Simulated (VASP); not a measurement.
Wanted: the native input for a VASP 6.6.1 run.

```
Task                   : relaxation of cell and atoms
Functional             : PBE
Dispersion             : D3(BJ)
Potentials or basis    : VASP PAW PBE potentials, release 64 (Sn_d, Se)
Cutoff                 : 600 eV
k mesh                 : 9 × 9 × 5
Occupations            : gaussian, width 0.03 eV
Spin                   : no spin polarisation
Further INCAR settings : ALGO = Normal; EDIFF = 1e-06; IBRION = 2; EDIFFG = -0.01; NSW = 90; ISIF = 3
```

The structure of SnSe2 lies in POSCAR:

```
SnSe2
1.0
    3.8110000000      0.0000000000      0.0000000000
   -1.9055000000      3.3004228138      0.0000000000
    0.0000000000      0.0000000000      6.1360000000
Sn Se
1 2
Direct
    0.0000000000      0.0000000000      0.0000000000
    0.3333333333      0.6666666667      0.2490000000
    0.6666666667      0.3333333333      0.7510000000
```

These files were run (other wordings do the same):

INCAR

```
ALGO     = Normal         # electronic algorithm
EDIFF    = 1E-6           # SCF threshold, eV
EDIFFG   = -0.01          # ionic threshold
ENCUT    = 600            # plane-wave cutoff, eV
GGA      = PE             # functional
IBRION   = 2              # ionic algorithm
ISIF     = 3              # what is computed and relaxed
ISMEAR   = 0              # smearing method
IVDW     = 12             # dispersion correction
LASPH    = True           # aspherical terms in the spheres
LCHARG   = False          # write CHGCAR
LREAL    = False          # projectors in reciprocal space
LWAVE    = False          # write WAVECAR
NELM     = 80             # most SCF steps
NSW      = 90             # ionic steps
PREC     = Accurate       # precision mode
SIGMA    = 0.03           # smearing width, eV
```

KPOINTS

```
k-points
0
Gamma
  9 9 5
```

Potentials or basis: VASP PAW PBE potentials, release 64 (Sn_d, Se).

The run is started by

```bash
$ cat potpaw_PBE.64/Sn_d/POTCAR potpaw_PBE.64/Se/POTCAR > POTCAR
$ mpirun -np 1 vasp_std > vasp.out
```

It gave:

The relaxed volume is 25.57 Å³/atom, the relaxed cell is a = 3.839 Å, b = 3.839 Å, c = 6.009 Å, α = 90.00°, β = 90.00°, γ = 120.00° and the space group after relaxing (to 0.05 Å) is P-3m1 (No. 164). The energy gained by relaxing is 22.5 meV/atom. The ionic steps are 15, the pressure after relaxing is 0.0 GPa and the largest force after relaxing is 0.009 eV/Å. The band gap on the k mesh is 0.43 eV, indirect (least direct gap 0.82 eV). The dispersion energy per atom is -0.364 eV.

Caveat: spin-orbit coupling is left out, which moves the levels of the heavy elements; an odd mesh through Γ misses points on the zone boundary, where band edges often lie.

Run time: 4.6 min on 1 thread of Intel(R) Xeon(R) 6975P-C (Granite Rapids), on a shared host, peak memory 0.27 GiB.
